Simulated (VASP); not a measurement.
Calculation: r2SCAN meta-GGA, VASP's PBE PAW potentials (set 64) (plane waves; VASP).

VASP input:

**POSCAR**
```
Ca
1
    0.0000000000     2.7584371204     2.7584371204
    2.7584371204     0.0000000000     2.7584371204
    2.7584371204     2.7584371204     0.0000000000
Ca
1
Direct
  0.0000000000   0.0000000000   0.0000000000
```

KPOINTS:
```
Automatic mesh
0
Gamma
10 10 10
0 0 0
```

### INCAR
```
SYSTEM = Ca
PREC = Accurate; ENCUT = 480; LREAL = .FALSE.
LASPH = .TRUE.
EDIFF = 1E-7; NELM = 100; ALGO = Normal
LMIXTAU = .TRUE.
ISMEAR = 1; SIGMA = 0.1
METAGGA = R2SCAN
ISIF = 2
LWAVE = .FALSE.; LCHARG = .FALSE.
```

POTCAR, in this order: Ca_sv (PBE.64 set). Program: vasp_std.

Predict the energy per atom (σ→0), band gap (on the k-mesh).

| Property | Result |
|---|---|
| energy per atom (σ→0) | -7.031 eV/atom |
| band gap (on the k-mesh) | none (metal, semimetal or under 0.01 eV) |

### OSZICAR
```
...
DAV:  23    -0.703144287050E+01    0.17470E-05   -0.11836E-05  1239   0.363E-02    0.147E-02
DAV:  24    -0.703144476472E+01   -0.18942E-05   -0.26282E-06  1274   0.180E-02    0.586E-03
DAV:  25    -0.703144312691E+01    0.16378E-05   -0.63528E-07  1048   0.962E-03    0.175E-03
DAV:  26    -0.703144338031E+01   -0.25340E-06   -0.16777E-07   956   0.513E-03    0.256E-04
DAV:  27    -0.703144314928E+01    0.23103E-06   -0.38315E-08   569   0.266E-03    0.157E-04
DAV:  28    -0.703144330704E+01   -0.15776E-06   -0.83412E-09   493   0.104E-03    0.149E-04
DAV:  29    -0.703144337939E+01   -0.72353E-07   -0.30260E-09   492   0.693E-04
   1 F= -.70314434E+01 E0= -.70314623E+01  d E =0.566890E-04
```

The compound is Ca in the fcc structure. This cell was strained or had an atom moved on purpose.
